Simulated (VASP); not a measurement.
VASP runs on MoSi2 (space group I4/mmm) share one base input (PBE GGA, plane waves, VASP's PBE PAW potentials (set 64)) and change the settings named in each case.

**KPOINTS**
```
Automatic mesh
0
Gamma
15 15 15
0 0 0
```

File POSCAR:
```
MoSi2
7.722830
 -0.2044585987   0.2044585987   0.5000000000
  0.2044585987  -0.2044585987   0.5000000000
  0.2044585987   0.2044585987  -0.5000000000
Si Mo
2 1
Cart
 -0.0000000000   0.0000000000   0.6650000000
 -0.0000000000   0.0000000000   0.3350000000
  0.0000000000   0.0000000000   0.0000000000
```

**INCAR**
```
ALGO=Normal
EDIFF=1E-6
ENCUT=300
GGA=PE
ISIF=2
ISMEAR=-1
LASPH=.True.
LCHARG=.False.
LMAXMIX=4
LREAL=.False.
LWAVE=.False.
NELM=100
PREC=Accurate
SIGMA=0.05
SYSTEM=MoSi2
```

POTCAR, in this order: Si Mo_sv (PBE.64 set). Program: vasp_std.

| change | E(σ→0) (eV/atom) | pressure (GPa) | largest force (eV/Å) | −TS (eV) |
|---|---|---|---|---|
| base run | -7.7164 | 13.09 | 0.132 | -0.0020 |
| GGA removed, POTCAR Si Mo_sv (LDA.64 set) | -8.5954 | 4.37 | 0.025 | -0.0021 |
| GGA_COMPAT = .FALSE., LNONCOLLINEAR = .TRUE., LSORBIT = .TRUE., MAGMOM = 0.0 0.0 0.0 0.0 0.0 0.0 0.0 0.0 0.0, program vasp_ncl | -7.7491 | 13.09 | 0.133 | -0.0020 |
| KPOINTS 6×6×6 Γ-centred mesh | -7.7189 | 12.99 | 0.172 | -0.0006 |
 Energies of different potentials or functionals have different zeros.  At 300 eV the pressure can carry a Pulay error.

Left out are runs that ran out of time, are held back, or changed the cell or the kind of run, fixed moments of cells without a moment, rows past the twelfth, gaps on odd meshes, pressures of charged cells and columns that move by less than the noise.

The structure is a typed MoSi2 crystal. The cell was not relaxed at this level, forces remain on its atoms, its lattice was scaled by up to 2.5 %.
